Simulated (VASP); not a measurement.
A convergence study with VASP on Mg (space group no. 194 when undisturbed): one setting is varied, all else stays as given below, so the limit is that of these other settings. One atom is moved off its site, so that forces are finite.

```
CELL_PARAMETERS angstrom
      1.60018    -2.77160     0.00000
      1.60018     2.77160     0.00000
      0.00000     0.00000     5.19437
ATOMIC_POSITIONS crystal
  Mg 0.33333 0.66667 0.25963
  Mg 0.66667 0.33333 0.75000
```

Computed with LDA (Ceperley-Alder, Perdew-Zunger), VASP's LDA PAW potentials (set 64) (plane waves; VASP). The tightest run used: 300 eV cut-off, 21×21×11 Γ-centred mesh, Fermi-Dirac smearing of 0.10 eV, potentials Mg.

Q: The settings run are 2×2×1 mesh; 2×2×2 mesh; 3×3×2 mesh; 4×4×2 mesh; 4×4×3 mesh; 5×5×3 mesh; 6×6×3 mesh; 6×6×4 mesh; 7×7×4 mesh; 8×8×4 mesh; 8×8×5 mesh; 9×9×5 mesh; 10×10×6 mesh; 11×11×6 mesh; 14×14×8 mesh; 15×15×8 mesh; 17×17×9 mesh; 19×19×10 mesh; 21×21×11 mesh. From which on does the energy per atom stay within 0.005 eV/atom of the tightest run?

A: From 14×14×8 mesh on: it is off by 0.0018 there and by no more than 0.005 in any finer run, while 11×11×6 mesh is off by 0.0076.
```tsv
setting	E (eV/atom)	pressure (GPa)	largest force (eV/Å)	irreducible k-points	difference judged (eV/atom)
2×2×1 mesh	-1.6614	-2.24	0.057	2	0.1341
2×2×2 mesh	-1.2275	-1.24	0.057	4	0.5679
3×3×2 mesh	-1.4413	-1.84	0.081	6	0.3541
4×4×2 mesh	-1.8023	-2.54	0.162	8	0.0069
4×4×3 mesh	-1.8490	-2.57	0.132	9	0.0536
5×5×3 mesh	-1.8294	-2.49	0.092	12	0.0340
6×6×3 mesh	-1.7475	-2.42	0.126	17	0.0479
6×6×4 mesh	-1.7622	-2.48	0.142	24	0.0332
7×7×4 mesh	-1.8067	-2.33	0.144	28	0.0113
8×8×4 mesh	-1.8044	-2.57	0.106	35	0.0090
8×8×5 mesh	-1.8087	-2.50	0.114	40	0.0133
9×9×5 mesh	-1.7916	-2.50	0.121	50	0.0038
10×10×6 mesh	-1.7942	-2.40	0.121	72	0.0012
11×11×6 mesh	-1.8030	-2.55	0.116	84	0.0076
14×14×8 mesh	-1.7972	-2.50	0.117	168	0.0018
15×15×8 mesh	-1.7947	-2.49	0.116	192	0.0007
17×17×9 mesh	-1.7957	-2.48	0.118	261	0.0002
19×19×10 mesh	-1.7938	-2.48	0.117	360	0.0016
21×21×11 mesh	-1.7954	-2.49	0.117	473	0.0000
```

Left out are rungs that failed or repeat a setting and relaxations that didn't move; long series are thinned to 24 rows.

The structure is a typed Mg crystal (space group no. 194). The cell was not relaxed at this level, it is distorted from the ideal structure.
